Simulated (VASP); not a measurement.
# WS2 (Tungstenite): how numerical settings change the zone-centre modes, part 2 of 3

How far do the zone-centre frequencies of WS2 (Tungstenite) depend on the numerical settings? The starting structure is a measured crystal structure from the Crystallography Open Database.

VASP 6.6.1.

### Step 2. Reference modes (continued)

Level of this step: LDA; plane waves and PAW (W, S) (VASP).

From OUTCAR (step 2):

```text
ion  position               nearest neighbor table
   1  0.667  0.333  0.750-   4 2.39   6 2.39   4 2.39   6 2.39   4 2.39   6 2.39
   2  0.333  0.667  0.250-   3 2.39   5 2.39   3 2.39   5 2.39   3 2.39   5 2.39
   3  0.667  0.333  0.379-   2 2.39   2 2.39   2 2.39
   4  0.333  0.667  0.879-   1 2.39   1 2.39   1 2.39
   5  0.667  0.333  0.121-   2 2.39   2 2.39   2 2.39
   6  0.333  0.667  0.621-   1 2.39   1 2.39   1 2.39

  LATTYP: Found a hexagonal cell.
 ALAT       =     3.1248429331
 C/A-ratio  =     3.8875247003

 Subroutine GETGRP returns: Found 24 space group operations
 (whereof 12 operations were pure point group operations)

The static configuration has the point symmetry D_3d.
 The point group associated with its full space group is D_6h.

 Found     20 irreducible k-points:

   k-points           NKPTS =     20   k-points in BZ     NKDIM =     20   number of bands    NBANDS=     24

   dimension x,y,z NGX =    24 NGY =   24 NGZ =   84
   dimension x,y,z NGXF=    48 NGYF=   48 NGZF=  168

   ENCUT  =  450.0 eV  33.07 Ry    5.75 a.u.   5.40  5.40 21.01*2*pi/ulx,y,z

   NELECT =      36.0000    total number of electrons

 k-points in reciprocal lattice and weights: Automatic mesh
   0.00000000  0.00000000  0.00000000       0.008
   0.12500000  0.00000000  0.00000000       0.047
   0.25000000  0.00000000  0.00000000       0.047
   0.37500000  0.00000000  0.00000000       0.047
   0.50000000  0.00000000  0.00000000       0.023
   0.12500000  0.12500000  0.00000000       0.047
   0.25000000  0.12500000  0.00000000       0.094
   0.37500000  0.12500000  0.00000000       0.094
   0.25000000  0.25000000  0.00000000       0.047
[...]
0.25000000  0.25000000  0.50000000       0.047
   0.37500000  0.25000000  0.50000000       0.047

 average (electrostatic) potential at core
       1 -39.8356       2 -39.8356       3 -85.8211       4 -85.8211       5 -85.8211
       6 -85.8211

  Total        0.0008462      0.0008462      0.0042007     -0.0000000      0.0000000     -0.0000000
  in kB        0.0131980      0.0131980      0.0655151     -0.0000000      0.0000000     -0.0000000
  external PRESSURE =       0.0306370 kB  Pullay stress =       0.0000000 kB

  energy-cutoff  :      450.00
  volume of cell :      102.73
      direct lattice vectors                 reciprocal lattice vectors
     3.124842933  0.000000000  0.000000000     0.320016084  0.184761373  0.000000000
    -1.562421467  2.706193363  0.000000000     0.000000000  0.369522745  0.000000000
     0.000000000  0.000000000 12.147904087     0.000000000  0.000000000  0.082318727

 POSITION                                       TOTAL-FORCE (eV/Angst)
 -----------------------------------------------------------------------------------
      1.56242      0.90206      9.11093         0.000000      0.000000      0.000000
     -0.00000      1.80413      3.03698         0.000000      0.000000      0.000000
      1.56242      0.90206      4.59975         0.000000     -0.000000     -0.000073
     -0.00000      1.80413     10.67370        -0.000000      0.000000     -0.000073
      1.56242      0.90206      1.47420        -0.000000      0.000000      0.000073
     -0.00000      1.80413      7.54816         0.000000      0.000000      0.000073
 -----------------------------------------------------------------------------------
    total drift:                               -0.000000      0.000000     -0.000000

 MACROSCOPIC STATIC DIELECTRIC TENSOR (including local field effects in DFT)
 ------------------------------------------------------
          13.952890    -0.000000     0.000000
          -0.000000    13.952890    -0.000000
           0.000000     0.000000     6.857873
 ------------------------------------------------------

 PIEZOELECTRIC TENSOR (including local field effects)  for field in x, y, z        (C/m^2)
          XX          YY          ZZ          XY          YZ          ZX
  --------------------------------------------------------------------------------
  x     0.00000     0.00000     0.00000     0.00000     0.00000     0.00000
  y     0.00000     0.00000     0.00000     0.00000     0.00000     0.00000
  z     0.00000     0.00000     0.00000     0.00000     0.00000     0.00000

 BORN EFFECTIVE CHARGES (including local field effects) (in |e|, cummulative output)
 ---------------------------------------------------------------------------------
 ion    1
    1    -0.72881     0.00000     0.00000
    2     0.00000    -0.72881     0.00000
    3     0.00000     0.00000    -0.57165
 ion    2
    1    -0.72881     0.00000     0.00000
    2     0.00000    -0.72881     0.00000
    3     0.00000    -0.00000    -0.57165
 ion    3
    1     0.36440    -0.00000     0.00000
    2    -0.00000     0.36440    -0.00000
    3    -0.00000     0.00000     0.28583
 ion    4
    1     0.36440    -0.00000    -0.00000
    2    -0.00000     0.36440     0.00000
    3     0.00000    -0.00000     0.28583
 ion    5
    1     0.36440    -0.00000    -0.00000
    2    -0.00000     0.36440     0.00000
    3     0.00000    -0.00000     0.28583
 ion    6
    1     0.36440    -0.00000     0.00000
    2    -0.00000     0.36440    -0.00000
    3    -0.00000     0.00000     0.28583

 Eigenvectors and eigenvalues of the dynamical matrix
 ----------------------------------------------------

   1 f  =   13.332276 THz    83.769162 2PiTHz  444.716867 cm-1    55.137839 meV
             X         Y         Z           dx          dy          dz
      1.562421  0.902064  9.110928    -0.000000    0.000000   -0.352875
     -0.000000  1.804129  3.036976    -0.000000   -0.000000    0.352875
      1.562421  0.902064  4.599748     0.000000    0.000000   -0.433289
     -0.000000  1.804129 10.673700     0.000000   -0.000000    0.433289
      1.562421  0.902064  1.474204     0.000000    0.000000   -0.433289
     -0.000000  1.804129  7.548156     0.000000   -0.000000    0.433289

   2 f  =   13.193821 THz    82.899221 2PiTHz  440.098490 cm-1    54.565234 meV
             X         Y         Z           dx          dy          dz
      1.562421  0.902064  9.110928     0.000000    0.000000    0.359567
     -0.000000  1.804129  3.036976    -0.000000   -0.000000    0.359567
      1.562421  0.902064  4.599748     0.000000    0.000000   -0.430529
     -0.000000  1.804129 10.673700    -0.000000   -0.000000   -0.430529
      1.562421  0.902064  1.474204     0.000000    0.000000   -0.430529
     -0.000000  1.804129  7.548156     0.000000    0.000000   -0.430529

   3 f  =   12.811810 THz    80.498976 2PiTHz  427.355979 cm-1    52.985365 meV
             X         Y         Z           dx          dy          dz
      1.562421  0.902064  9.110928     0.000000    0.000000    0.000000
     -0.000000  1.804129  3.036976    -0.000000    0.000000   -0.000000
      1.562421  0.902064  4.599748     0.000000   -0.000000   -0.500000
     -0.000000  1.804129 10.673700    -0.000000   -0.000000   -0.500000
      1.562421  0.902064  1.474204     0.000000   -0.000000    0.500000
     -0.000000  1.804129  7.548156    -0.000000   -0.000000    0.500000

   4 f  =   12.696024 THz    79.771474 2PiTHz  423.493787 cm-1    52.506514 meV
             X         Y         Z           dx          dy          dz
      1.562421  0.902064  9.110928     0.000000    0.000000   -0.000000
     -0.000000  1.804129  3.036976     0.000000   -0.000000   -0.000000
      1.562421  0.902064  4.599748    -0.000000    0.000000    0.500000
     -0.000000  1.804129 10.673700    -0.000000   -0.000000   -0.500000
      1.562421  0.902064  1.474204    -0.000000    0.000000   -0.500000
     -0.000000  1.804129  7.548156    -0.000000   -0.000000    0.500000

   5 f  =   10.800858 THz    67.863789 2PiTHz  360.277827 cm-1    44.668737 meV
             X         Y         Z           dx          dy          dz
      1.562421  0.902064  9.110928    -0.256505    0.252046   -0.000000
     -0.000000  1.804129  3.036976    -0.256505    0.252046   -0.000000
      1.562421  0.902064  4.599748     0.307074   -0.301736    0.000000
     -0.000000  1.804129 10.673700     0.307074   -0.301736    0.000000
      1.562421  0.902064  1.474204     0.307074   -0.301736   -0.000000
     -0.000000  1.804129  7.548156     0.307074   -0.301736   -0.000000

   6 f  =   10.800858 THz    67.863789 2PiTHz  360.277827 cm-1    44.668737 meV
             X         Y         Z           dx          dy          dz
      1.562421  0.902064  9.110928     0.252046    0.256505   -0.000000
     -0.000000  1.804129  3.036976     0.252046    0.256505    0.000000
      1.562421  0.902064  4.599748    -0.301736   -0.307074   -0.000000
     -0.000000  1.804129 10.673700    -0.301736   -0.307074   -0.000000
      1.562421  0.902064  1.474204    -0.301736   -0.307074   -0.000000
     -0.000000  1.804129  7.548156    -0.301736   -0.307074   -0.000000

   7 f  =   10.800164 THz    67.859429 2PiTHz  360.254681 cm-1    44.665868 meV
             X         Y         Z           dx          dy          dz
      1.562421  0.902064  9.110928    -0.254816    0.250386   -0.000000
     -0.000000  1.804129  3.036976     0.254816   -0.250386   -0.000000
      1.562421  0.902064  4.599748    -0.307776    0.302426   -0.000000
     -0.000000  1.804129 10.673700     0.307776   -0.302426    0.000000
      1.562421  0.902064  1.474204    -0.307776    0.302426    0.000000
     -0.000000  1.804129  7.548156     0.307776   -0.302426   -0.000000

   8 f  =   10.800164 THz    67.859429 2PiTHz  360.254681 cm-1    44.665868 meV
             X         Y         Z           dx          dy          dz
      1.562421  0.902064  9.110928    -0.250386   -0.254816    0.000000
     -0.000000  1.804129  3.036976     0.250386    0.254816    0.000000
      1.562421  0.902064  4.599748    -0.302426   -0.307776   -0.000000
     -0.000000  1.804129 10.673700     0.302426    0.307776   -0.000000
      1.562421  0.902064  1.474204    -0.302426   -0.307776   -0.000000
     -0.000000  1.804129  7.548156     0.302426    0.307776    0.000000

   9 f  =    9.065681 THz    56.961353 2PiTHz  302.398564 cm-1    37.492627 meV
             X         Y         Z           dx          dy          dz
      1.562421  0.902064  9.110928    -0.000000    0.000000   -0.000000
     -0.000000  1.804129  3.036976     0.000000   -0.000000    0.000000
      1.562421  0.902064  4.599748    -0.356645    0.350434    0.000000
     -0.000000  1.804129 10.673700    -0.356645    0.350434    0.000000
      1.562421  0.902064  1.474204     0.356645   -0.350434   -0.000000
     -0.000000  1.804129  7.548156     0.356645   -0.350434    0.000000

  10 f  =    9.065681 THz    56.961353 2PiTHz  302.398564 cm-1    37.492627 meV
             X         Y         Z           dx          dy          dz
      1.562421  0.902064  9.110928    -0.000000    0.000000    0.000000
     -0.000000  1.804129  3.036976     0.000000   -0.000000    0.000000
      1.562421  0.902064  4.599748    -0.350434   -0.356645    0.000000
     -0.000000  1.804129 10.673700    -0.350434   -0.356645    0.000000
      1.562421  0.902064  1.474204     0.350434    0.356645    0.000000
     -0.000000  1.804129  7.548156     0.350434    0.356645    0.000000

  11 f  =    8.972609 THz    56.376567 2PiTHz  299.294030 cm-1    37.107714 meV
             X         Y         Z           dx          dy          dz
      1.562421  0.902064  9.110928     0.000000   -0.000000   -0.000000
     -0.000000  1.804129  3.036976    -0.000000    0.000000    0.000000
      1.562421  0.902064  4.599748     0.356641   -0.350439   -0.000000
     -0.000000  1.804129 10.673700    -0.356641    0.350439    0.000000
      1.562421  0.902064  1.474204    -0.356641    0.350439    0.000000
     -0.000000  1.804129  7.548156     0.356641   -0.350439   -0.000000

  12 f  =    8.972609 THz    56.376567 2PiTHz  299.294030 cm-1    37.107714 meV
             X         Y         Z           dx          dy          dz
      1.562421  0.902064  9.110928     0.000000   -0.000000    0.000000
     -0.000000  1.804129  3.036976    -0.000000    0.000000    0.000000
      1.562421  0.902064  4.599748     0.350439    0.356641   -0.000000
     -0.000000  1.804129 10.673700    -0.350439   -0.356641    0.000000
      1.562421  0.902064  1.474204    -0.350439   -0.356641   -0.000000
     -0.000000  1.804129  7.548156     0.350439    0.356641    0.000000

  13 f  =    1.312440 THz     8.246301 2PiTHz   43.778272 cm-1     5.427811 meV
             X         Y         Z           dx          dy          dz
      1.562421  0.902064  9.110928     0.000000    0.000000    0.612764
     -0.000000  1.804129  3.036976     0.000000   -0.000000   -0.612764
      1.562421  0.902064  4.599748     0.000000   -0.000000   -0.249520
     -0.000000  1.804129 10.673700     0.000000    0.000000    0.249520
      1.562421  0.902064  1.474204     0.000000   -0.000000   -0.249520
     -0.000000  1.804129  7.548156     0.000000    0.000000    0.249520
    [... 43 further lines ...]
      1.562421  0.902064  1.474204    -0.000000   -0.000000    0.254253
     -0.000000  1.804129  7.548156    -0.000000   -0.000000    0.254253

 MACROSCOPIC STATIC DIELECTRIC TENSOR IONIC CONTRIBUTION
 ------------------------------------------------------
           0.082447    -0.000000     0.000000
          -0.000000     0.082447     0.000000
           0.000000     0.000000     0.033998
 ------------------------------------------------------

 ELASTIC MODULI CONTR FROM IONIC RELAXATION (kBar)
 Direction    XX          YY          ZZ          XY          YZ          ZX
 --------------------------------------------------------------------------------
 XX        -547.0690   -352.1100  -1146.4168      0.0000     -0.0000     -0.0000
 YY        -352.1100   -547.0690  -1146.4168      0.0000      0.0000      0.0000
 ZZ       -1146.4168  -1146.4168  -2923.2703      0.0000      0.0000     -0.0000
 XY           0.0000      0.0000      0.0000    -97.4795      0.0000     -0.0000
 YZ          -0.0000      0.0000      0.0000      0.0000  -1552.3688      0.0000
 ZX          -0.0000      0.0000     -0.0000     -0.0000      0.0000  -1303.9044
 --------------------------------------------------------------------------------

 PIEZOELECTRIC TENSOR IONIC CONTR  for field in x, y, z        (C/m^2)
          XX          YY          ZZ          XY          YZ          ZX
  --------------------------------------------------------------------------------
  x     0.00000     0.00000     0.00000     0.00000    -0.00000    -0.00000
  y    -0.00000     0.00000    -0.00000    -0.00000     0.00000    -0.00000
  z    -0.00000    -0.00000    -0.00000    -0.00000     0.00000     0.00000
```

Energies printed during the response cycles are not total energies of the cell. The data set W keeps the semicore shell frozen, which is cheaper and a little less accurate.

Reference: the zone-centre modes are B1g (2) 444.7, A2u 440.1, A1g 427.4, B2u 423.5, E1g 302.4, E2u 299.3, B1g (1) 43.8, E2g 28.0 cm⁻¹ (levels within 1 cm⁻¹ of another are left out).

### Step 3. Modes with a 4×4×1 mesh

Against step 2 the input has a 4×4×1 mesh (also changed: KPAR).

Contents of INCAR:

```
SYSTEM = WS2
PREC = Accurate
ENCUT = 450
EDIFF = 1E-08
NELM = 100
ISMEAR = 0
SIGMA = 0.03
LREAL = .FALSE.
ALGO = Normal
GGA = CA
NBANDS = 24
LORBIT = 11
LWAVE = .FALSE.
LCHARG = .FALSE.
KPAR = 2
IBRION = 8
LEPSILON = .TRUE.
ISIF = 2
```

Contents of POSCAR:

```
WS2
1.0
    3.1248429331      0.0000000000      0.0000000000
   -1.5624214666      2.7061933629      0.0000000000
    0.0000000000      0.0000000000     12.1479040869
W S
2 4
Direct
    0.6666666667      0.3333333333      0.7500000000
    0.3333333333      0.6666666667      0.2500000000
    0.6666666667      0.3333333333      0.3786453902
    0.3333333333      0.6666666667      0.8786453902
    0.6666666667      0.3333333333      0.1213546098
    0.3333333333      0.6666666667      0.6213546098
```

Contents of KPOINTS:

```
Automatic mesh
0
Gamma
4 4 1
0 0 0
```

Potentials, in the order of the species: W and S (LDA family, release 64).

Command:

```bash
> mpirun -np 4 vasp_std
```

Output:

```text
[banner, memory and clock lines left out]
running    4 mpi-ranks, on    1 nodes
[...]
LDA part: xc-table for (Slater(with rela. corr.)+CA(PZ))
 , standard interpolation
 POSCAR, INCAR and KPOINTS ok, starting setup
[...]
entering main loop
       N       E                     dE             d eps       ncg     rms          rms(c)
DAV:   1     0.160828929943E+03    0.16083E+03   -0.14873E+04   192   0.118E+03
DAV:   2    -0.427673281140E+02   -0.20360E+03   -0.19427E+03   264   0.254E+02
DAV:   3    -0.551854359252E+02   -0.12418E+02   -0.12309E+02   264   0.606E+01
DAV:   4    -0.554254016120E+02   -0.23997E+00   -0.23917E+00   248   0.945E+00
[...]
DAV:  15    -0.527584051197E+02    0.13480E-07   -0.11197E-07   264   0.165E-03    0.263E-03
DAV:  16    -0.527584051095E+02    0.10245E-07   -0.14096E-08   192   0.645E-04    0.952E-04
DAV:  17    -0.527584051089E+02    0.55934E-09   -0.55130E-09   160   0.407E-04
   1 F= -.52758405E+02 E0= -.52758405E+02  d E =-.128020E-12
[...]
RMM:  20    -0.914330242757E-01   -0.15189E-07    0.75686E-07   946   0.499E-04    0.133E-07
 first order change of Fermi-energy   0.62673E-02
 force on displaced ion       3 direction 1 : -11.111  -0.005   0.002
 Born effective charge ion    3 direction 1 :   0.544   0.001   0.000
 Linear response progress:
  Degree of freedom:   4/  4
       N       E                     dE             d eps       ncg     rms          rms(c)
RMM:   1    -0.156410623225E+00   -0.15641E+00   -0.30018E-03   421   0.194E+00
RMM:   2    -0.148916293818E+00    0.74943E-02   -0.44323E-03   316   0.382E-01    0.363E-01
RMM:   3    -0.148845842143E+00    0.70452E-04   -0.49692E-04   338   0.107E-01    0.256E-01
RMM:   4    -0.149002516739E+00   -0.15667E-03   -0.20435E-04   334   0.621E-02    0.309E-02
[...]
RMM:  18    -0.149010306693E+00    0.24046E-07    0.32646E-06   403   0.552E-04    0.238E-07
RMM:  19    -0.149010298254E+00    0.84396E-08    0.34846E-06   409   0.552E-04    0.231E-07
RMM:  20    -0.149010335873E+00   -0.37620E-07    0.33905E-06   405   0.551E-04    0.241E-07
 first order change of Fermi-energy  -0.87234E+00
 force on displaced ion       3 direction 3 :   0.000   0.000 -19.494
 Born effective charge ion    3 direction 3 :   0.000  -0.000  -0.086
 Born effective charges drift removed
 Linear response finished
```

Run time: 33 s. Hardware: 4 MPI ranks of Intel Xeon 6975P-C (Granite Rapids), shared host; peak memory 0.84 GiB.

OUTCAR, selected parts (step 3):

```text
  Total       -0.2244614     -0.2244614     -0.0226568      0.0000000      0.0000000     -0.0000000
  in kB       -3.5007719     -3.5007719     -0.3533624      0.0000000      0.0000000     -0.0000000
  external PRESSURE =      -2.4516354 kB  Pullay stress =       0.0000000 kB

 POSITION                                       TOTAL-FORCE (eV/Angst)
 -----------------------------------------------------------------------------------
      1.56242      0.90206      9.11093         0.000000     -0.000000     -0.000000
     -0.00000      1.80413      3.03698        -0.000000      0.000000     -0.000000
      1.56242      0.90206      4.59975         0.000000      0.000000     -0.103787
     -0.00000      1.80413     10.67370        -0.000000      0.000000     -0.103787
      1.56242      0.90206      1.47420        -0.000000     -0.000000      0.103787
     -0.00000      1.80413      7.54816        -0.000000     -0.000000      0.103787
 -----------------------------------------------------------------------------------
    total drift:                               -0.000000      0.000000     -0.000000

 MACROSCOPIC STATIC DIELECTRIC TENSOR (including local field effects in DFT)
 ------------------------------------------------------
          11.950110    -0.000000     0.000000
          -0.000000    11.950110     0.000000
           0.000000     0.000000     7.625018
 ------------------------------------------------------

 MACROSCOPIC STATIC DIELECTRIC TENSOR IONIC CONTRIBUTION
 ------------------------------------------------------
           0.110380    -0.000000     0.000000
          -0.000000     0.110380     0.000000
           0.000000     0.000000     0.002913
 ------------------------------------------------------

[... 1 part as in an earlier step ...]

[... 1 further part left out ...]
```

With a 4×4×1 mesh the compared modes are at the top B1g (2) 442.4, A2u 440.4 cm⁻¹, at the bottom B1g (1) 45.4, E2g 27.4 cm⁻¹, with 4 more of the listed ones between; the largest shift among the levels compared is +5.5 cm⁻¹, in A1g, from the reference.

(Continued in part 3 of 3.)

[Lines on the potential files, build, host, timing and source positions are cut from VASP's logs without a mark.]

[Logs are printed without paths, hosts, clocks, repeated set-up lines and the standing remarks that a program may print on its own settings, such as how far it seeks lower states.]

[Hosts, paths, dates, database ids (printed as entryN), source tags and the programs' standing remarks are cut or masked in the printed files.]
